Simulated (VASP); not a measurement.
Calculation: HSE06 screened hybrid, VASP's PBE PAW potentials (set 64) (plane waves; VASP).

VASP input:

File POSCAR:
```
Al32As31C
1
   11.4648462108     0.0000000000     0.0000000000
    0.0000000000    11.4648462108     0.0000000000
    0.0000000000     0.0000000000    11.4648462108
Al As C
32 31 1
Direct
  0.5009341343   0.0029110436   0.0027650547
  0.7497621818   0.2499470731   0.0021866579
  0.7498806827   0.0021760703   0.2498638412
  0.9999170934   0.0000164096   0.9999950484
  0.2526750190   0.2510462130   0.0027376138
  0.4998311268   0.4998325566   0.0021129752
  0.7489189542   0.7470224751   0.0027798657
  0.2525979660   0.0027519177   0.2509291847
  0.5217808952   0.2720735632   0.2722685178
  0.7271650178   0.4775907940   0.2722298890
  0.4998498188   0.0020490792   0.4999122501
  0.7270523285   0.2717764851   0.4776106099
  0.7489524448   0.0026562433   0.7472218830
  0.9968388474   0.4988597845   0.0028715136
  0.2499196053   0.7499409015   0.9999701195
  0.9975777441   0.2500333050   0.2501098446
  0.2520353654   0.4999580063   0.2498479662
  0.4998866709   0.7479035902   0.2500115087
  0.9970022243   0.0028560063   0.4989454105
  0.2520842989   0.2500125530   0.4998977106
  0.5216758264   0.4777196804   0.4776123877
  0.7497468741   0.7476683493   0.4999326282
  0.2499960767   0.0000841493   0.7498876949
  0.4999818863   0.2500917043   0.7477072941
  0.7497990762   0.4998187959   0.7474526811
  0.9968345034   0.7469442878   0.2510320807
  0.9974121709   0.4996806422   0.4998785140
  0.2525413592   0.7471598611   0.4989489721
  0.9968949091   0.2509953531   0.7469357901
  0.2525478625   0.4989986982   0.7471813061
  0.5009307051   0.7471217708   0.7470748762
  0.9999165136   0.7499111196   0.7499532238
  0.6229869645   0.1311536287   0.1311449877
  0.8685112529   0.3767426210   0.1313174167
  0.8687040559   0.1310587064   0.3767474486
  0.1250014254   0.1254900723   0.1253704156
  0.3809897116   0.3731459990   0.1310342706
  0.6265835622   0.6188319173   0.1310907928
  0.8745418883   0.8748304738   0.1253052484
  0.3809382003   0.1309620066   0.3731447316
  0.8684428156   0.6185463318   0.3731168704
  0.6266885887   0.1308869730   0.6189528916
  0.8683976637   0.3727117984   0.6184567944
  0.8745596603   0.1253897336   0.8748827193
  0.1247365607   0.6245612828   0.1253249924
  0.3753577916   0.8751503835   0.1253090811
  0.1249664622   0.3749885341   0.3749323312
  0.3808636367   0.6190521723   0.3766424291
  0.6250021307   0.8750314435   0.3749420750
  0.1247819389   0.1253977386   0.6245464432
  0.3809113105   0.3768488255   0.6189293850
  0.6228730733   0.6187446651   0.6186310153
  0.8745637734   0.8750257002   0.6245515932
  0.3753532111   0.1254818927   0.8750974774
  0.6249907553   0.3749955992   0.8749559907
  0.8744755255   0.6244807128   0.8749486343
  0.1247549155   0.8749293929   0.3749761929
  0.1248657774   0.6245026883   0.6244687035
  0.3752579515   0.8747826992   0.6245694566
  0.1247508089   0.3749484755   0.8749770291
  0.3753401564   0.6245951998   0.8748559929
  0.6249279647   0.8748987282   0.8750413687
  0.1249969655   0.8750456359   0.8749326434
  0.6244973175   0.3749884857   0.3749646633
```

KPOINTS:
```
Automatic mesh
0
Gamma
1 1 1
0 0 0
```

INCAR:
```
# general
SYSTEM   = Al32As31C
PREC     = Normal
ENCUT    = 400   # plane-wave cut-off (eV)
LREAL    = Auto   # projection in real space or not
LASPH    = T   # aspherical one-centre terms
ISYM     = 0

# electronic loop
EDIFF    = 1E-5   # SCF stop (eV)
NELM     = 50
NELMIN   = 4
ALGO     = Normal
LMAXMIX  = 4   # l cut-off of mixed one-centre charges

# smearing
ISMEAR   = 0
SIGMA    = 0.05

# functional
GGA      = PE   # PBE
LHFCALC  = T
AEXX     = 0.25
HFSCREEN = 0.2
PRECFOCK = Fast

# spin
ISPIN    = 2   # spin-polarised
MAGMOM   = 64*0.0156
NUPDOWN  = 1

# ions
ISIF     = 0

# output
LWAVE    = F
LCHARG   = F
LORBIT   = 10
```

POTCAR, in this order: Al As C (PBE.64 set). Program: vasp_gam. Read from the step before: WAVECAR.

The resulting files:

File OSZICAR:
```
       N       E                     dE             d eps       ncg     rms          rms(c)
DAV:   1    -0.350067730621E+03   -0.35007E+03   -0.22016E+01   736   0.992E+00    0.430E+01
DAV:   2    -0.350244328331E+03   -0.17660E+00   -0.79096E-01   752   0.197E+00    0.338E+01
DAV:   3    -0.350219106181E+03    0.25222E-01   -0.21502E-02   744   0.324E-01    0.210E+01
DAV:   4    -0.350216858304E+03    0.22479E-02   -0.95128E-03   720   0.188E-01    0.125E+01
DAV:   5    -0.350225754698E+03   -0.88964E-02   -0.93947E-03   720   0.176E-01    0.742E+00
DAV:   6    -0.350226573533E+03   -0.81883E-03   -0.46879E-03   728   0.123E-01    0.436E+00
DAV:   7    -0.350225747042E+03    0.82649E-03   -0.15548E-03   696   0.741E-02    0.252E+00
DAV:   8    -0.350225502159E+03    0.24488E-03   -0.36854E-04   744   0.369E-02    0.144E+00
DAV:   9    -0.350225429016E+03    0.73143E-04   -0.84820E-05   696   0.188E-02    0.820E-01
DAV:  10    -0.350225416734E+03    0.12281E-04   -0.51941E-05   616   0.125E-02    0.458E-01
DAV:  11    -0.350225418943E+03   -0.22086E-05   -0.13829E-05   400   0.610E-03
   1 F= -.35022542E+03 E0= -.35022502E+03  d E =-.807487E-03  mag=     1.0000
```

### OUTCAR
```
------------------------ aborting loop because EDIFF is reached ----------------------------------------
  volume of cell :     1506.97
      direct lattice vectors                 reciprocal lattice vectors
    11.464846211  0.000000000  0.000000000     0.087223150  0.000000000  0.000000000
     0.000000000 11.464846211  0.000000000     0.000000000  0.087223150  0.000000000
     0.000000000  0.000000000 11.464846211     0.000000000  0.000000000  0.087223150
  FREE ENERGIE OF THE ION-ELECTRON SYSTEM (eV)
  ---------------------------------------------------
  free  energy   TOTEN  =      -350.2254189428 eV

  energy  without entropy=     -350.2246114559  energy(sigma->0) =     -350.22501520

  exchange ACFDT corr.  =         0.00000000  see jH, gK, PRB 81, 115126

 total charge

# of ion       s       p       d       tot
------------------------------------------
    1        0.448   0.364   0.000   0.811
    2        0.449   0.371   0.000   0.820
    3        0.449   0.371   0.000   0.820
    4        0.449   0.370   0.000   0.818
    5        0.448   0.364   0.000   0.811
    6        0.449   0.371   0.000   0.820
    7        0.448   0.363   0.000   0.811
    8        0.448   0.363   0.000   0.811
    9        0.440   0.354   0.000   0.794
   10        0.440   0.355   0.000   0.795
   11        0.449   0.371   0.000   0.820
   12        0.440   0.354   0.000   0.795
   13        0.448   0.363   0.000   0.811
   14        0.448   0.363   0.000   0.811
   15        0.449   0.370   0.000   0.818
   16        0.449   0.371   0.000   0.821
   17        0.449   0.371   0.000   0.820
   18        0.449   0.371   0.000   0.820
   19        0.448   0.364   0.000   0.811
   20        0.449   0.371   0.000   0.820
   21        0.440   0.354   0.000   0.795
   22        0.449   0.371   0.000   0.820
   23        0.449   0.370   0.000   0.818
   24        0.449   0.371   0.000   0.820
   25        0.449   0.371   0.000   0.820
   26        0.448   0.363   0.000   0.811
   27        0.449   0.371   0.000   0.820
   28        0.448   0.364   0.000   0.812
   29        0.448   0.364   0.000   0.811
   30        0.448   0.363   0.000   0.811
   31        0.448   0.364   0.000   0.811
   32        0.449   0.370   0.000   0.818
   33        1.202   1.690   0.022   2.914
   34        1.203   1.688   0.022   2.913
   35        1.203   1.688   0.022   2.913
   36        1.200   1.703   0.023   2.927
   37        1.202   1.690   0.022   2.914
   38        1.203   1.688   0.022   2.912
   39        1.200   1.703   0.023   2.927
   40        1.202   1.690   0.022   2.914
   41        1.202   1.689   0.022   2.913
   42        1.203   1.688   0.022   2.913
   43        1.202   1.689   0.022   2.913
   44        1.201   1.703   0.023   2.927
   45        1.201   1.703   0.023   2.926
   46        1.200   1.704   0.023   2.927
   47        1.201   1.698   0.022   2.921
   48        1.203   1.688   0.022   2.913
   49        1.201   1.697   0.022   2.921
   50        1.200   1.703   0.023   2.927
   51        1.203   1.688   0.022   2.913
   52        1.202   1.690   0.022   2.914
   53        1.201   1.703   0.023   2.926
   54        1.200   1.704   0.023   2.927
   55        1.201   1.697   0.022   2.921
   56        1.201   1.703   0.023   2.926
   57        1.201   1.682   0.022   2.904
   58        1.201   1.703   0.023   2.926
   59        1.200   1.704   0.023   2.927
   60        1.201   1.682   0.022   2.904
   61        1.200   1.703   0.023   2.927
   62        1.201   1.683   0.022   2.905
   63        1.200   1.710   0.023   2.933
   64        0.831   1.528   0.000   2.359
--------------------------------------------------
tot         52.391  65.792   0.696 118.879

 magnetization (x)

# of ion       s       p       d       tot
------------------------------------------
    1       -0.001   0.000   0.000  -0.000
    2       -0.001   0.001   0.000   0.000
    3       -0.001   0.001   0.000   0.000
    4       -0.001   0.000   0.000  -0.000
    5       -0.001   0.000   0.000  -0.001
    6       -0.001   0.001   0.000   0.000
    7       -0.001   0.001   0.000  -0.000
    8       -0.001   0.000   0.000  -0.001
    9       -0.001   0.001   0.000  -0.000
   10       -0.001  -0.000   0.000  -0.001
   11       -0.001   0.001   0.000   0.000
   12       -0.001  -0.000   0.000  -0.001
   13       -0.001   0.001   0.000  -0.000
   14       -0.001   0.000   0.000  -0.000
   15       -0.001   0.000   0.000  -0.000
   16       -0.001   0.000   0.000  -0.000
   17       -0.001   0.001   0.000   0.000
   18       -0.001   0.001   0.000  -0.000
   19       -0.001   0.000   0.000  -0.000
   20       -0.001   0.001   0.000   0.000
   21       -0.001   0.000   0.000  -0.001
...
```
(Selected blocks of OUTCAR.)

The supercell is sampled at Γ alone, which is coarse: total energies, pressure and levels can be off, energies of defects by several tenths of an eV.

The cell is a supercell with a defect, built from AlAs (zinc blende): C_As. The cell's shape comes from a PBE relaxation.
